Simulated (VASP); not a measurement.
An input for Ansatz (written as the equivalent of a VASP run, and not itself run):

Ansatz 0.2 input:
```yaml
crystal:
  lattice:
    - [-1.8147890, 1.8147890, 4.4417720]
    - [1.8147890, -1.8147890, 4.4417720]
    - [1.8147890, 1.8147890, -4.4417720]
  atoms:
    - { symbol: Hf, position: [0.0000000, 0.0000000, 0.0000000] }
    - { symbol: Au, position: [0.3353000, 0.3353000, 0.0000000] }
    - { symbol: Au, position: [0.6647000, 0.6647000, 0.0000000] }
kpoints:
  mp_grid: { grid: [7, 7, 7] }
hamiltonian:
  xc: lda
  pseudopotentials: { kind: paw }
magnetization: { noncollinear: true, spin_orbit: true }
scf:
  occupations: { method: gaussian, width: 0.1 }
  max_iter: 100
output: { forces: true, stress: true, eigenvalues: true }
```

Write the VASP files for the same calculation (LDA+SOC).

Several could match; the one computed here: 
POSCAR:
```
HfAu2
1
   -1.8147890000     1.8147890000     4.4417720000
    1.8147890000    -1.8147890000     4.4417720000
    1.8147890000     1.8147890000    -4.4417720000
Hf Au
1 2
Direct
  0.0000000000   0.0000000000   0.0000000000
  0.3353000000   0.3353000000   0.0000000000
  0.6647000000   0.6647000000   0.0000000000
```

### INCAR
```
SYSTEM = HfAu2
PREC = Accurate; ENCUT = 300; LREAL = .FALSE.
LASPH = .TRUE.
EDIFF = 1E-6; NELM = 100; ALGO = Normal
LMAXMIX = 6
ISMEAR = 0; SIGMA = 0.1
GGA_COMPAT = .FALSE.
MAGMOM = 9*0.0; LSORBIT = .TRUE.; LNONCOLLINEAR = .TRUE.
ISIF = 2
LWAVE = .FALSE.; LCHARG = .FALSE.; LORBIT = 11
```

File KPOINTS:
```
K-points
0
G
7 7 7
```

POTCAR, in this order: Hf_pv Au (LDA.64 set). Program: vasp_ncl.

Limits of the translation: each code has its own PAW files, so the cut-off isn't converted (ENCUT is set for VASP's; basis.ecutwfc is left out, and Ansatz then takes the one that its files recommend); Ansatz stops its SCF on the density residual and VASP on the energy change (EDIFF); Ansatz's lda is the Perdew-Wang form, while the LDA potentials of VASP carry Perdew-Zunger's.

The structure was generated: HfAu2 was put into an ordered model structure, which need not be its known phase. The cell was not relaxed at this level. The k-mesh is coarse (spacing up to 0.35 per Å, 2π included), so the numbers may not be converged in it. The run is one of a series of settings (GGA_COMPAT = .FALSE., LNONCOLLINEAR = .TRUE., LSORBIT = .TRUE., MAGMOM = 0.0 0.0 0.0 0.0 0.0 0.0 0.0 0.0 0.0, program vasp_ncl against the base run), some of them coarse on purpose.
